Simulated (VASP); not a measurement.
The input files of a VASP run:

File POSCAR:
```
KI
1
    0.0000000000     3.5350000000     3.5350000000
    3.5350000000     0.0000000000     3.5350000000
    3.5350000000     3.5350000000     0.0000000000
K I
1 1
Direct
  0.0000000000   0.0000000000   0.0000000000
  0.5000000000   0.5000000000   0.5000000000
```

INCAR:
```
SYSTEM = KI
PREC = Accurate
ENCUT = 400
EDIFF = 1E-6
NELM = 4
ALGO = Normal
LREAL = .FALSE.
LASPH = .TRUE.
ISMEAR = 0
SIGMA = 0.05
GGA = PE
LMAXMIX = 4
LWAVE = .FALSE.
LCHARG = .FALSE.
ISIF = 2
```

**KPOINTS**
```
Automatic mesh
0
Gamma
5 5 5
0 0 0
```

POTCAR, in this order: K_sv I (PBE.64 set). Program: vasp_std.

Output of the run:

**standard output**
```
 POSCAR found type information on POSCAR K I
 POSCAR found :  2 types and       2 ions
 Reading from existing POTCAR
 Reading from existing POTCAR
 LDA part: xc-table for (Slater+PW92), standard interpolation
 POSCAR, INCAR and KPOINTS ok, starting setup
 WAVECAR not read
 entering main loop
       N       E                     dE             d eps       ncg     rms          rms(c)
DAV:   1     0.824871605521E+02    0.82487E+02   -0.57918E+03   240   0.922E+02
DAV:   2    -0.361491404901E+00   -0.82849E+02   -0.78923E+02   280   0.226E+02
DAV:   3    -0.534022624220E+01   -0.49787E+01   -0.49608E+01   316   0.541E+01
DAV:   4    -0.563664212491E+01   -0.29642E+00   -0.29621E+00   408   0.109E+01

 -----------------------------------------------------------------------------
|                                                                             |
|           W    W    AA    RRRRR   N    N  II  N    N   GGGG   !!!           |
|           W    W   A  A   R    R  NN   N  II  NN   N  G    G  !!!           |
|           W    W  A    A  R    R  N N  N  II  N N  N  G       !!!           |
|           W WW W  AAAAAA  RRRRR   N  N N  II  N  N N  G  GGG   !            |
|           WW  WW  A    A  R   R   N   NN  II  N   NN  G    G                |
|           W    W  A    A  R    R  N    N  II  N    N   GGGG   !!!           |
|                                                                             |
|     The electronic self-consistency was not achieved in the given           |
|     number of steps (NELM). The forces and other quantities evaluated       |
|     might not be reliable so examine the results carefully. If you find     |
|     spurious results, we suggest increasing NELM, if you were close to      |
|     convergence or switching to a different ALGO or adjusting the           |
|     density mixing parameters otherwise.                                    |
|                                                                             |
 -----------------------------------------------------------------------------

   1 F= -.56366421E+01 E0= -.56366421E+01  d E =-.113030E-15
```

### OUTCAR
```
------------------------ aborting loop EDIFF was not reached (unconverged)  ----------------------------
  FORCE on cell =-STRESS in cart. coord.  units (eV):
  Direction    XX          YY          ZZ          XY          YZ          ZX
  --------------------------------------------------------------------------------------
  Total        4.6390183      4.6390183      4.6390183      0.0000000      0.0000000     -0.0000000
  in kB       84.1275850     84.1275850     84.1275850      0.0000000      0.0000000     -0.0000000
  external PRESSURE =      84.1275850 kB  Pullay stress =       0.0000000 kB
  volume of cell :       88.35
      direct lattice vectors                 reciprocal lattice vectors
     0.000000000  3.535000000  3.535000000    -0.141442716  0.141442716  0.141442716
     3.535000000  0.000000000  3.535000000     0.141442716 -0.141442716  0.141442716
     3.535000000  3.535000000  0.000000000     0.141442716  0.141442716 -0.141442716
  FREE ENERGIE OF THE ION-ELECTRON SYSTEM (eV)
  ---------------------------------------------------
  free  energy   TOTEN  =        -5.6366421249 eV

  energy  without entropy=       -5.6366421249  energy(sigma->0) =       -5.63664212
```
(Selected blocks of OUTCAR.)

**Question.** Read input and log: which fault does this run have?
(A) Methfessel-Paxton smearing was used on a material with a gap
(B) a metal was run with a tiny SIGMA on a coarse mesh
(C) NELM is too small, so the electronic loop ends before EDIFF is met
(D) POTIM is too large for the ionic optimiser

**Answer.** C, NELM is too small, so the electronic loop ends before EDIFF is met. The run did not converge; its last values are not results. Against the sound run, the energy per atom (σ→0) falls by 0.040 eV/atom; the pressure increases by 7.82 GPa; the band gap rises by 0.26 eV.

To mend it, set NELM = 100.

The mended run (PBE GGA, plane waves, VASP's PBE PAW potentials (set 64)) converges, and its OSZICAR ends with
```
   1 F= -.55568193E+01 E0= -.55568193E+01  d E =-.785854E-19
```

The compound is KI in the rock salt structure. The cell was not relaxed at this level.
